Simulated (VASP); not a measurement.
Input:

```yaml
crystal:
  lattice:
    - [1.51301, -2.62061, 0.00000]
    - [1.51301, 2.62061, 0.00000]
    - [0.00000, 0.00000, 3.22955]
  atoms:
    - { symbol: Ti, position: [0.00000, 0.00000, 0.00000] }
    - { symbol: B, position: [0.33333, 0.66667, 0.50000] }
    - { symbol: B, position: [0.66667, 0.33333, 0.50000] }
```

Level of theory: r2SCAN meta-GGA, VASP's PBE PAW potentials (set 64) (plane waves; VASP). Run with 520 eV cut-off, 13×13×11 Γ-centred mesh, tetrahedra with Blöchl corrections, potentials Ti_sv B.

The cores are frozen, which limits the accuracy of field gradients.

Task: Give the principal components of the electric field gradient (V/Å²) and the asymmetry η at each nucleus.

Result: 
```
atom   Vxx   Vyy   Vzz     η
----  ----  ----  ----  ----
Ti1   -9.3  -9.3  18.5  0.00
B2    -2.3  -2.3   4.5  0.00
B3    -2.3  -2.3   4.5  0.00
```

The compound is TiB2 in the AlB2 type structure. It was relaxed first.
